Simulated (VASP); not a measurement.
All values below come from PBE GGA, VASP's PBE PAW potentials (set 64) (plane waves; VASP 6.6.1).

VASP ran on this input.

INCAR:
```
ALGO = Normal
EDIFF = 1E-6
ENCUT = 520
GGA = PE
ISMEAR = 0
LASPH = .TRUE.
LCHARG = .FALSE.
LREAL = .FALSE.
LWAVE = .TRUE.
NELM = 100
PREC = Accurate
SIGMA = 0.05
SYSTEM = MgS
```

File KPOINTS:
```
kpoints
0
G
 6 6 6
0 0 0
```

**POSCAR**
```
MgS
1
    0.0000000000     2.6113842202     2.6113842202
    2.6113842202     0.0000000000     2.6113842202
    2.6113842202     2.6113842202     0.0000000000
Mg S
1 1
Direct
  0.0000000000   0.0000000000   0.0000000000
  0.5000000000   0.5000000000   0.5000000000
```

POTCAR, in this order: Mg S (PBE.64 set). Program: vasp_std.

The run wrote:

File OUTCAR:
```
 ion  position               nearest neighbor table
   1  0.000  0.000  0.000-   2 2.61   2 2.61   2 2.61   2 2.61   2 2.61   2 2.61
   2  0.500  0.500  0.500-   1 2.61   1 2.61   1 2.61   1 2.61   1 2.61   1 2.61
  LATTYP: Found a face centered cubic cell.
 ALAT       =     5.2227684404
 Subroutine PRICEL returns:
 Original cell was already a primitive cell.
 Subroutine GETGRP returns: Found 48 space group operations
The static configuration has the point symmetry O_h .
The dynamic configuration has the point symmetry O_h .
 Subroutine INISYM returns: Found 48 space group operations
 Subroutine IBZKPT returns following result:
 Found     16 irreducible k-points:

 Following reciprocal coordinates:
            Coordinates               Weight
  0.000000  0.000000  0.000000      1.000000
  0.166667  0.000000  0.000000      8.000000
  0.333333  0.000000  0.000000      8.000000
  0.500000  0.000000  0.000000      4.000000
  0.166667  0.166667  0.000000      6.000000
  0.333333  0.166667  0.000000     24.000000
  0.500000  0.166667  0.000000     24.000000
 -0.333333  0.166667  0.000000     24.000000
 -0.166667  0.166667  0.000000     12.000000
  0.333333  0.333333  0.000000      6.000000
  0.500000  0.333333  0.000000     24.000000
 -0.333333  0.333333  0.000000     12.000000
  0.500000  0.500000  0.000000      3.000000
  0.500000  0.333333  0.166667     24.000000
 -0.333333  0.333333  0.166667     24.000000
 -0.333333  0.500000  0.166667     12.000000
   k-points           NKPTS =     16   k-points in BZ     NKDIM =     16   number of bands    NBANDS=      8
   number of dos      NEDOS =    301   number of ions     NIONS =      2
   total plane-waves  NPLWV =  21952
   dimension x,y,z NGX =    28 NGY =   28 NGZ =   28
   dimension x,y,z NGXF=    56 NGYF=   56 NGZF=   56
   ions per type =               1   1
   PREC   = accura    normal or accurate (medium, high low for compatibility)
   ISTART =      0    job   : 0-new  1-cont  2-samecut
   ICHARG =      2    charge: 1-file 2-atom 10-const
   ISPIN  =      1    spin polarized calculation?
   LNONCOLLINEAR =      F non collinear calculations
   LSORBIT =      F    spin-orbit coupling
   INIWAV =      1    electr: 0-lowe 1-rand  2-diag
   ENCUT  =  520.0 eV  38.22 Ry    6.18 a.u.   6.87  6.87  6.87*2*pi/ulx,y,z
   NELM   =    100;   NELMIN=  2; NELMDL= -5     # of ELM steps
   EDIFF  = 0.1E-05   stopping-criterion for ELM
   LREAL  =      F    real-space projection
   NLSPLINE    = F    spline interpolate recip. space projectors
   LMAXMIX     =    2 max onsite mixed and CHGCAR
   VOSKOWN=      0    Vosko Wilk Nusair interpolation
   EDIFFG = 0.1E-04   stopping-criterion for IOM
   NSW    =      0    number of steps for IOM
   NBLOCK =      1;   KBLOCK =      1    inner block; outer block
   IBRION =     -1    ionic relax: 0-MD 1-quasi-New 2-CG
   NFREE  =      0    steps in history (QN), initial steepest desc. (CG)
   ISIF   =      2    stress and relaxation
   ISYM   =      2    0-nonsym 1-usesym 2-fastsym
   TEIN   =    0.0    initial temperature
   TEBEG  =    0.0;   TEEND  =   0.0 temperature during run
   SMASS  =  -3.00    Nose mass-parameter (am)
   PSTRESS=    0.0 pullay stress
   NELECT =       8.0000    total number of electrons
   EFERMI =   0.00;   METHOD = LEGACY
   ISMEAR =     0;   SIGMA  =   0.05  broadening in eV -4-tet -1-fermi 0-gaus
   IALGO  =     38    algorithm
   LDIAG  =      T    sub-space diagonalisation (order eigenvalues)
   IMIX   =      4    mixing-type and parameters
     AMIX     =   0.40;   BMIX     =  1.00
     AMIX_MAG =   1.60;   BMIX_MAG =  1.00
     AMIN     =   0.10
   GGA     = PE    functional components
   VOSKOWN =     0    Vosko Wilk Nusair interpolation
   LHFCALC =     F    Hartree Fock is set to
...
```

### OSZICAR
```
       N       E                     dE             d eps       ncg     rms          rms(c)
DAV:   1     0.235420968115E+02    0.23542E+02   -0.36068E+03   256   0.808E+02
DAV:   2    -0.790230952047E+01   -0.31444E+02   -0.29204E+02   328   0.111E+02
DAV:   3    -0.890746254725E+01   -0.10052E+01   -0.10052E+01   320   0.267E+01
DAV:   4    -0.891190213465E+01   -0.44396E-02   -0.44396E-02   400   0.202E+00
DAV:   5    -0.891191337102E+01   -0.11236E-04   -0.11236E-04   336   0.736E-02    0.436E+00
DAV:   6    -0.854184422182E+01    0.37007E+00   -0.95894E-01   288   0.484E+00    0.344E+00
DAV:   7    -0.850053822068E+01    0.41306E-01   -0.23807E-01   328   0.260E+00    0.226E+00
DAV:   8    -0.850054095181E+01   -0.27311E-05   -0.13100E-02   288   0.967E-01    0.815E-01
DAV:   9    -0.850038079974E+01    0.16015E-03   -0.46769E-04   296   0.177E-01    0.270E-01
DAV:  10    -0.850042051947E+01   -0.39720E-04   -0.15591E-04   352   0.812E-02    0.175E-02
DAV:  11    -0.850041755648E+01    0.29630E-05   -0.23192E-05   312   0.248E-02    0.118E-02
DAV:  12    -0.850041753660E+01    0.19879E-07   -0.41340E-07   160   0.572E-03
   1 F= -.85004175E+01 E0= -.85004175E+01  d E =-.465382E-17
```

OUTCAR:
```
------------------------ aborting loop because EDIFF is reached ----------------------------------------
  FORCE on cell =-STRESS in cart. coord.  units (eV):
  Direction    XX          YY          ZZ          XY          YZ          ZX
  --------------------------------------------------------------------------------------
  Total        0.0066804      0.0066804      0.0066804      0.0000000      0.0000000      0.0000000
  in kB        0.3005166      0.3005166      0.3005166      0.0000000      0.0000000      0.0000000
  external PRESSURE =       0.3005166 kB  Pullay stress =       0.0000000 kB
  volume of cell :       35.62
      direct lattice vectors                 reciprocal lattice vectors
     0.000000000  2.611384220  2.611384220    -0.191469335  0.191469335  0.191469335
     2.611384220  0.000000000  2.611384220     0.191469335 -0.191469335  0.191469335
     2.611384220  2.611384220  0.000000000     0.191469335  0.191469335 -0.191469335
 POSITION                                       TOTAL-FORCE (eV/Angst)
 -----------------------------------------------------------------------------------
      0.00000      0.00000      0.00000        -0.000000     -0.000000      0.000000
      2.61138      2.61138      2.61138         0.000000      0.000000     -0.000000
 -----------------------------------------------------------------------------------
    total drift:                                0.000000      0.000000      0.000000
  FREE ENERGIE OF THE ION-ELECTRON SYSTEM (eV)
  ---------------------------------------------------
  free  energy   TOTEN  =        -8.5004175366 eV

  energy  without entropy=       -8.5004175366  energy(sigma->0) =       -8.50041754
```
(Selected blocks of OUTCAR.)

The compound is MgS in the rock salt structure. It was relaxed first.
